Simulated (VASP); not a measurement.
# Quasiparticle energies of SiC (Moissanite 3C) in VASP, part 4 of 4

Aim: the quasiparticle gap of SiC (Moissanite 3C), and what it costs to get it. The cell is of the zinc-blende type, one of the forms listed for this formula. The start is a cell from a database of measured crystal structures.

VASP 6.6.1, plane waves and PAW; the level of theory is named at each step.

So far, quasiparticle gap on the mesh (eV): step 4 (G0W0, ENCUTGW 80, bands in the sums 40) 1.84; step 6 (G0W0, ENCUTGW 100, bands in the sums 48) 1.93; step 8 (G0W0, ENCUTGW 120, bands in the sums 64) 2.00; step 10 (G0W0, ENCUTGW 145, bands in the sums 88) 2.07; step 12 (G0W0, ENCUTGW 170, bands in the sums 112) 2.12.

### Step 14. G0W0, ENCUTGW 200, bands in the sums 136

This step: G0W0 on PBE; plane waves and PAW (Si_GW, C_GW) (VASP 6.6.1).

ENCUTGW rises to 200 eV and the bands with it, to about the number of plane waves under that cutoff.

Input file INCAR:

```
SYSTEM = SiC
PREC = Accurate
ENCUT = 440
ISMEAR = 0
SIGMA = 0.01
LREAL = .FALSE.
GGA = PE
NBANDS = 136
ALGO = EVGW0
NELMGW = 1
ENCUTGW = 200
NOMEGA = 64
PRECFOCK = Fast
NBANDSGW = 16
LWAVE = .FALSE.
LCHARG = .FALSE.
```

Input file POSCAR:

```
SiC
1.0
    0.0000000000      2.1790000000      2.1790000000
    2.1790000000      0.0000000000      2.1790000000
    2.1790000000      2.1790000000      0.0000000000
Si C
1 1
Direct
    0.0000000000      0.0000000000      0.0000000000
    0.7500000000      0.7500000000      0.7500000000
```

Input file KPOINTS:

```
Automatic mesh
0
Gamma
4 4 4
0 0 0
```

Potentials, in the order of the species: Si_GW and C_GW (PBE family, release 64).

Command:

```bash
> mpirun -np 8 vasp_std
```

The log of the run:

```text
[banner, memory and clock lines left out]
running    8 mpi-ranks, on    1 nodes
[...]
[... a notice as in an earlier step ...]

|                                                                             |
|           W    W    AA    RRRRR   N    N  II  N    N   GGGG   !!!           |
|           W    W   A  A   R    R  NN   N  II  NN   N  G    G  !!!           |
|           W    W  A    A  R    R  N N  N  II  N N  N  G       !!!           |
|           W WW W  AAAAAA  RRRRR   N  N N  II  N  N N  G  GGG   !            |
|           WW  WW  A    A  R   R   N   NN  II  N   NN  G    G                |
|           W    W  A    A  R    R  N    N  II  N    N   GGGG   !!!           |
|                                                                             |
|     The default for ENCUTGWSOFT is different in this version of VASP.       |
|     please manually set ENCUTGWSOFT =200 in the INCAR file.                 |
|                                                                             |

[...]
total number of BLAS operations         78.40 Gflops
NQ=   4    0.2500    0.2500    0.0000,
|.........|.........|.........|.........|.........|.........|.........|.........
 performed        739000 updates of chi_q(r,r)
 total number of BLAS operations        110.14 Gflops
NQ=   5    0.5000    0.2500    0.0000,
|.........|.........|.........|.........|.........|.........|.........|.........
 performed       1059000 updates of chi_q(r,r)
 total number of BLAS operations        154.74 Gflops
NQ=   6   -0.2500    0.2500    0.0000,
|.........|.........|.........|.........|.........|.........|.........|.........
 performed       1344000 updates of chi_q(r,r)
 total number of BLAS operations        195.71 Gflops
NQ=   7    0.5000    0.5000    0.0000,
|.........|.........|.........|.........|.........|.........|.........|.........
 performed       1507000 updates of chi_q(r,r)
 total number of BLAS operations        216.45 Gflops
NQ=   8   -0.2500    0.5000    0.2500,
|.........|.........|.........|.........|.........|.........|.........|.........
 performed       1722000 updates of chi_q(r,r)
 total number of BLAS operations        252.21 Gflops
 resolving degeneracies of screened two electron integrals

 calculate QP shifts <psi_nk| G(iteration)W_0 |psi_nk>: iteration 1
 entering main loop
[key lines of the parts left out:]
E-fermi :   8.4853
```

It took 13 s on 8 MPI ranks of Intel Xeon Platinum 8259CL at 2.50GHz (Skylake/Cascade Lake), shared host; peak memory 1.2 GiB; 97 s of CPU time.

OUTCAR, selected parts (step 14):

```text
 QP shifts <psi_nk| G(iteration)W_0 |psi_nk>: iteration 1
 for sc-GW calculations column KS-energies equals QP-energies in previous step
 and V_xc(KS)=  KS-energies - (<T + V_ion + V_H > + <T+V_H+V_ion>^1  + <V_x>^1)
 k-point   1 :       0.0000    0.0000    0.0000
  band No.  KS-energies  QP-energies   sigma(KS)   V_xc(KS)     V^pw_x(r,r')   Z            occupation Imag(sigma)
      1      -7.6052      -8.7502     -14.3254     -12.7265     -21.6694       0.7161       2.0000       1.3581
      2       7.8330       7.1137     -15.7240     -14.8099     -17.6306       0.7869       2.0000       0.0550
      3       7.8330       7.1137     -15.7240     -14.8099     -17.6306       0.7869       2.0000       0.0550
      4       7.8330       7.1137     -15.7240     -14.8099     -17.6306       0.7869       2.0000       0.0550
      5      14.0455      14.4194     -12.6884     -13.1703      -7.2241       0.7761       0.0000      -0.0892
      6      15.0840      15.5441     -10.9501     -11.5318      -5.6658       0.7911       0.0000      -0.0857
      7      15.0840      15.5441     -10.9501     -11.5318      -5.6658       0.7911       0.0000      -0.0857
      8      15.0840      15.5441     -10.9501     -11.5318      -5.6658       0.7911       0.0000      -0.0857
    ...

[... 1 part as in an earlier step ...]

[... 2 further parts left out ...]
[key lines of the parts left out:]
E-fermi :   8.4853
```

The gap is now 2.154 eV, +38 meV against the GW run before.

### Step 15. Empty bands

This step: PBE; plane waves and PAW (Si_GW, C_GW) (VASP 6.6.1).

The empty bands are made again, for the run that follows.

Input file INCAR:

```
SYSTEM = SiC
PREC = Accurate
ENCUT = 440
ISMEAR = 0
SIGMA = 0.01
LREAL = .FALSE.
GGA = PE
NBANDS = 168
ALGO = Exact
NELM = 1
LWAVE = .TRUE.
LCHARG = .FALSE.
LOPTICS = .TRUE.
NEDOS = 1000
CSHIFT = 0.1
```

POSCAR is that of step 14.

KPOINTS is that of step 14.

Command:

```bash
> mpirun -np 8 vasp_std
```

The log of the run:

```text
[banner, memory and clock lines left out]
running    8 mpi-ranks, on    1 nodes
[...]
[... a notice as in an earlier step ...]

 LDA part: xc-table for (Slater+PW92), standard interpolation
 found WAVECAR, reading the header
  number of bands has changed, file:    10 present:   168
  trying to continue reading WAVECAR, but it might fail
 POSCAR, INCAR and KPOINTS ok, starting setup
[...]
reading WAVECAR
 random initialization beyond band           10
 the WAVECAR file was read successfully
 initial charge from wavefunction
 entering main loop
       N       E                     dE             d eps       ncg     rms          rms(c)
[... 1 cycle as in an earlier step ...]
   1 F= -.14917319E+02 E0= -.14917319E+02  d E =-.346667E-29
 writing wavefunctions
 optical routines
 imaginary and real dielectric function
 recalculating local potential from charge density
 direction            1
 direction            2
 direction            3
```

Run time: 2.2 s. Hardware: 8 MPI ranks; peak memory 0.87 GiB.

Parts of OUTCAR (step 15):

```text
[... 5 parts as in an earlier step ...]

[... 2 further parts left out ...]
[key lines of the parts left out:]
E-fermi :   7.9102
```

WAVECAR now holds 168 bands for 8 electrons.

### Step 16. G0W0, ENCUTGW 230, bands in the sums 168

This step: G0W0 on PBE; plane waves and PAW (Si_GW, C_GW) (VASP 6.6.1).

ENCUTGW rises to 230 eV and the bands with it, to about the number of plane waves under that cutoff.

Input file INCAR:

```
SYSTEM = SiC
PREC = Accurate
ENCUT = 440
ISMEAR = 0
SIGMA = 0.01
LREAL = .FALSE.
GGA = PE
NBANDS = 168
ALGO = EVGW0
NELMGW = 1
ENCUTGW = 230
NOMEGA = 64
PRECFOCK = Fast
NBANDSGW = 16
LWAVE = .FALSE.
LCHARG = .FALSE.
```

POSCAR is that of step 15.

KPOINTS is that of step 15.

Command:

```bash
> mpirun -np 8 vasp_std
```

The log of the run:

```text
[banner, memory and clock lines left out]
running    8 mpi-ranks, on    1 nodes
[...]
[... a notice as in an earlier step ...]

|                                                                             |
|           W    W    AA    RRRRR   N    N  II  N    N   GGGG   !!!           |
|           W    W   A  A   R    R  NN   N  II  NN   N  G    G  !!!           |
|           W    W  A    A  R    R  N N  N  II  N N  N  G       !!!           |
|           W WW W  AAAAAA  RRRRR   N  N N  II  N  N N  G  GGG   !            |
|           WW  WW  A    A  R   R   N   NN  II  N   NN  G    G                |
|           W    W  A    A  R    R  N    N  II  N    N   GGGG   !!!           |
|                                                                             |
|     The default for ENCUTGWSOFT is different in this version of VASP.       |
|     please manually set ENCUTGWSOFT =230 in the INCAR file.                 |
|                                                                             |

[...]
total number of BLAS operations        140.22 Gflops
NQ=   4    0.2500    0.2500    0.0000,
|.........|.........|.........|.........|.........|.........|.........|.........
 performed        914000 updates of chi_q(r,r)
 total number of BLAS operations        200.66 Gflops
NQ=   5    0.5000    0.2500    0.0000,
|.........|.........|.........|.........|.........|.........|.........|.........
 performed       1309000 updates of chi_q(r,r)
 total number of BLAS operations        285.82 Gflops
NQ=   6   -0.2500    0.2500    0.0000,
|.........|.........|.........|.........|.........|.........|.........|.........
 performed       1661000 updates of chi_q(r,r)
 total number of BLAS operations        361.73 Gflops
NQ=   7    0.5000    0.5000    0.0000,
|.........|.........|.........|.........|.........|.........|.........|.........
 performed       1863000 updates of chi_q(r,r)
 total number of BLAS operations        410.71 Gflops
NQ=   8   -0.2500    0.5000    0.2500,
|.........|.........|.........|.........|.........|.........|.........|.........
 performed       2129000 updates of chi_q(r,r)
 total number of BLAS operations        462.64 Gflops
 resolving degeneracies of screened two electron integrals

 calculate QP shifts <psi_nk| G(iteration)W_0 |psi_nk>: iteration 1
 entering main loop
[key lines of the parts left out:]
E-fermi :   8.4853
```

The job ended after 16 s (8 MPI ranks; peak memory 1.3 GiB).

From OUTCAR (step 16):

```text
 QP shifts <psi_nk| G(iteration)W_0 |psi_nk>: iteration 1
 for sc-GW calculations column KS-energies equals QP-energies in previous step
 and V_xc(KS)=  KS-energies - (<T + V_ion + V_H > + <T+V_H+V_ion>^1  + <V_x>^1)
 k-point   1 :       0.0000    0.0000    0.0000
  band No.  KS-energies  QP-energies   sigma(KS)   V_xc(KS)     V^pw_x(r,r')   Z            occupation Imag(sigma)
      1      -7.6052      -8.7823     -14.3634     -12.7265     -21.6694       0.7191       2.0000       1.3499
      2       7.8330       7.0634     -15.7884     -14.8099     -17.6306       0.7866       2.0000       0.0417
      3       7.8330       7.0634     -15.7884     -14.8099     -17.6306       0.7866       2.0000       0.0417
      4       7.8330       7.0634     -15.7884     -14.8099     -17.6306       0.7866       2.0000       0.0417
      5      14.0455      14.3719     -12.7489     -13.1703      -7.2241       0.7746       0.0000      -0.0985
      6      15.0840      15.5186     -10.9820     -11.5318      -5.6658       0.7906       0.0000      -0.0935
      7      15.0840      15.5186     -10.9820     -11.5318      -5.6658       0.7906       0.0000      -0.0935
      8      15.0840      15.5186     -10.9820     -11.5318      -5.6658       0.7906       0.0000      -0.0935
    ...

[... 1 part as in an earlier step ...]

[... 2 further parts left out ...]
[key lines of the parts left out:]
E-fermi :   8.4853
```

The gap is now 2.185 eV, +31 meV against the GW run before.

### Step 17. Empty bands

This step: PBE; plane waves and PAW (Si_GW, C_GW) (VASP 6.6.1).

The empty bands are made again, for the run that follows.

Input file INCAR:

```
SYSTEM = SiC
PREC = Accurate
ENCUT = 440
ISMEAR = 0
SIGMA = 0.01
LREAL = .FALSE.
GGA = PE
NBANDS = 200
ALGO = Exact
NELM = 1
LWAVE = .TRUE.
LCHARG = .FALSE.
LOPTICS = .TRUE.
NEDOS = 1000
CSHIFT = 0.1
```

POSCAR is that of step 16.

KPOINTS is that of step 16.

Command:

```bash
> mpirun -np 8 vasp_std
```

The log of the run:

```text
[banner, memory and clock lines left out]
running    8 mpi-ranks, on    1 nodes
[...]
[... a notice as in an earlier step ...]

 LDA part: xc-table for (Slater+PW92), standard interpolation
 found WAVECAR, reading the header
  number of bands has changed, file:    10 present:   200
  trying to continue reading WAVECAR, but it might fail
 POSCAR, INCAR and KPOINTS ok, starting setup
[...]
reading WAVECAR
 random initialization beyond band           10
 the WAVECAR file was read successfully
 initial charge from wavefunction
 entering main loop
       N       E                     dE             d eps       ncg     rms          rms(c)
[... 1 cycle as in an earlier step ...]
   1 F= -.14917319E+02 E0= -.14917319E+02  d E =-.909247E-15
 writing wavefunctions
 optical routines
 imaginary and real dielectric function
 recalculating local potential from charge density
 direction            1
 direction            2
 direction            3
```

Elapsed: 2.2 s, on 8 MPI ranks; peak memory 0.88 GiB.

OUTCAR, selected parts (step 17):

```text
  Total        0.3246099      0.3246099      0.3246099     -0.0000000     -0.0000000      0.0000000
  in kB       25.1345211     25.1345211     25.1345211     -0.0000000     -0.0000000      0.0000000
  external PRESSURE =      25.1345211 kB  Pullay stress =       0.0000000 kB

 POSITION                                       TOTAL-FORCE (eV/Angst)
 -----------------------------------------------------------------------------------
      0.00000      0.00000      0.00000        -0.000000     -0.000000      0.000000
      3.26850      3.26850      3.26850         0.000000      0.000000      0.000000
 -----------------------------------------------------------------------------------
    total drift:                                0.000000      0.000000     -0.000000

[... 3 parts as in an earlier step ...]

[... 2 further parts left out ...]
[key lines of the parts left out:]
E-fermi :   7.8844
```

WAVECAR now holds 200 bands for 8 electrons.

### Step 18. G0W0, ENCUTGW 260, bands in the sums 200

This step: G0W0 on PBE; plane waves and PAW (Si_GW, C_GW) (VASP 6.6.1).

ENCUTGW rises to 260 eV and the bands with it, to about the number of plane waves under that cutoff.

Input file INCAR:

```
SYSTEM = SiC
PREC = Accurate
ENCUT = 440
ISMEAR = 0
SIGMA = 0.01
LREAL = .FALSE.
GGA = PE
NBANDS = 200
ALGO = EVGW0
NELMGW = 1
ENCUTGW = 260
NOMEGA = 64
PRECFOCK = Fast
NBANDSGW = 16
LWAVE = .FALSE.
LCHARG = .FALSE.
```

POSCAR is that of step 17.

KPOINTS is that of step 17.

Command:

```bash
> mpirun -np 8 vasp_std
```

The log of the run:

```text
[banner, memory and clock lines left out]
running    8 mpi-ranks, on    1 nodes
[...]
[... a notice as in an earlier step ...]

|                                                                             |
|           W    W    AA    RRRRR   N    N  II  N    N   GGGG   !!!           |
|           W    W   A  A   R    R  NN   N  II  NN   N  G    G  !!!           |
|           W    W  A    A  R    R  N N  N  II  N N  N  G       !!!           |
|           W WW W  AAAAAA  RRRRR   N  N N  II  N  N N  G  GGG   !            |
|           WW  WW  A    A  R   R   N   NN  II  N   NN  G    G                |
|           W    W  A    A  R    R  N    N  II  N    N   GGGG   !!!           |
|                                                                             |
|     The default for ENCUTGWSOFT is different in this version of VASP.       |
|     please manually set ENCUTGWSOFT =260 in the INCAR file.                 |
|                                                                             |

[...]
total number of BLAS operations        236.91 Gflops
NQ=   4    0.2500    0.2500    0.0000,
|.........|.........|.........|.........|.........|.........|.........|.........
 performed       1090000 updates of chi_q(r,r)
 total number of BLAS operations        344.88 Gflops
NQ=   5    0.5000    0.2500    0.0000,
|.........|.........|.........|.........|.........|.........|.........|.........
 performed       1561000 updates of chi_q(r,r)
 total number of BLAS operations        491.28 Gflops
NQ=   6   -0.2500    0.2500    0.0000,
|.........|.........|.........|.........|.........|.........|.........|.........
 performed       1981000 updates of chi_q(r,r)
 total number of BLAS operations        620.47 Gflops
NQ=   7    0.5000    0.5000    0.0000,
|.........|.........|.........|.........|.........|.........|.........|.........
 performed       2222000 updates of chi_q(r,r)
 total number of BLAS operations        690.11 Gflops
NQ=   8   -0.2500    0.5000    0.2500,
|.........|.........|.........|.........|.........|.........|.........|.........
 performed       2539000 updates of chi_q(r,r)
 total number of BLAS operations        791.85 Gflops
 resolving degeneracies of screened two electron integrals

 calculate QP shifts <psi_nk| G(iteration)W_0 |psi_nk>: iteration 1
 entering main loop
[key lines of the parts left out:]
E-fermi :   8.4853
```

Elapsed: 17 s, on 8 MPI ranks; peak memory 1.5 GiB; 2.2 min of CPU time.

From OUTCAR (step 18):

```text
 QP shifts <psi_nk| G(iteration)W_0 |psi_nk>: iteration 1
 for sc-GW calculations column KS-energies equals QP-energies in previous step
 and V_xc(KS)=  KS-energies - (<T + V_ion + V_H > + <T+V_H+V_ion>^1  + <V_x>^1)
 k-point   1 :       0.0000    0.0000    0.0000
  band No.  KS-energies  QP-energies   sigma(KS)   V_xc(KS)     V^pw_x(r,r')   Z            occupation Imag(sigma)
      1      -7.6052      -8.8031     -14.3945     -12.7265     -21.6694       0.7181       2.0000       1.3450
      2       7.8330       7.0252     -15.8360     -14.8099     -17.6306       0.7873       2.0000       0.0391
      3       7.8330       7.0252     -15.8360     -14.8099     -17.6306       0.7873       2.0000       0.0391
      4       7.8330       7.0252     -15.8360     -14.8099     -17.6306       0.7873       2.0000       0.0391
      5      14.0455      14.3365     -12.7942     -13.1703      -7.2241       0.7738       0.0000      -0.0991
      6      15.0840      15.5013     -11.0040     -11.5318      -5.6658       0.7907       0.0000      -0.0948
      7      15.0840      15.5013     -11.0040     -11.5318      -5.6658       0.7907       0.0000      -0.0948
      8      15.0840      15.5013     -11.0040     -11.5318      -5.6658       0.7907       0.0000      -0.0948
    ...

[... 1 part as in an earlier step ...]

[... 2 further parts left out ...]
[key lines of the parts left out:]
E-fermi :   8.4853
```

The gap is now 2.208 eV, +23 meV against the GW run before.

### Step 19. Summary

This step: GW series: G0W0 on PBE; plane waves and PAW (VASP 6.6.1).

This step runs nothing: it gathers the runs above.

Numbers from this step:

```
gap extrapolated to a complete basis        : 2.319 eV
direct gap extrapolated to a complete basis : 5.660 eV
```

G0W0 on a 4x4x4 mesh; cost is wall time times ranks on a shared host, with the step that makes the empty bands but not the self-consistent start. G0W0 series:

```
response cutoff ENCUTGW (eV)  bands  quasiparticle gap (eV)  direct quasiparticle gap (eV)  cost (core minutes)
                          80     40                   1.839                          5.385                 1.25
                         100     48                   1.928                          5.442                 1.17
                         120     64                   1.997                          5.482                 1.28
                         145     88                   2.066                          5.522                 1.57
                         170    112                   2.116                          5.553                 1.81
                         200    136                   2.154                          5.575                 2.16
                         230    168                   2.185                          5.589                 2.45
                         260    200                   2.208                          5.604                 2.59
```

### Step 20. What came out

```json
{"G0W0 on PBE, 200 bands, ENCUTGW 260 eV, NOMEGA 64, mesh 4×4×4": "1.305 → 2.208 eV", "G0W0 on PBE, 40 bands, ENCUTGW 80 eV, NOMEGA 64, mesh 4×4×4": "1.305 → 1.839 eV", "gap at a complete basis (linear in ENCUTGW^-3/2)": "2.32 eV"}
```

G0W0 gives a quasiparticle gap of 2.208 eV on the mesh, 0.90 eV over the PBE gap on the same mesh. On mesh and path the starting valence top lies at Γ and the conduction bottom at (0.5, 0.5, 0), so the starting gap is indirect. Both points lie on the GW mesh. The steps of the series move the gap by +89, +69, +70, +50, +38, +31, +23 meV; the last costs 1.1 times the one before. The last step lies within a tolerance of 30 meV, picked for this account, and the last two together move the gap by +54 meV. Extrapolated from the last three points to a complete basis, the gap is 2.32 eV, +111 meV from the dearest run. The extrapolation removes the error of the response basis alone, at this mesh, ENCUT and data set. On a mesh this coarse the value is a test of cost more than a converged gap. Not tabulated here, as repeats of values shown or as unfit to read for their mesh, reference level or band range: eps2 curves (empty bands); eps1 curves and static values (empty bands); gaps (empty bands).

Comparison with the measured values:

```
                 quantity  measured              PBE      G0W0 on PBE
band gap (least gap) (eV)       2.4  1.30 (-1.10 eV)  2.21 (-0.19 eV)
```

Measured values from pmc:7200658 (2020).

**Verdict.** The band gap is off by -0.19 eV at G0W0 on PBE: fair agreement. Zero-point and thermal motion shift the measured gap. No cell relaxation is part of this session.

[Lines on the potential files, build, host, timing and source positions are cut from VASP's logs without a mark.]

[Logs are printed without paths, hosts, clocks, repeated set-up lines and the standing remarks that a program may print on its own settings, such as how far it seeks lower states.]

[Hosts, paths, dates, database ids (printed as entryN), source tags and the programs' standing remarks are cut or masked in the printed files.]

[Pressures printed for these runs are not shown converged in the cutoff: they can be off by several GPa and have the wrong sign.]
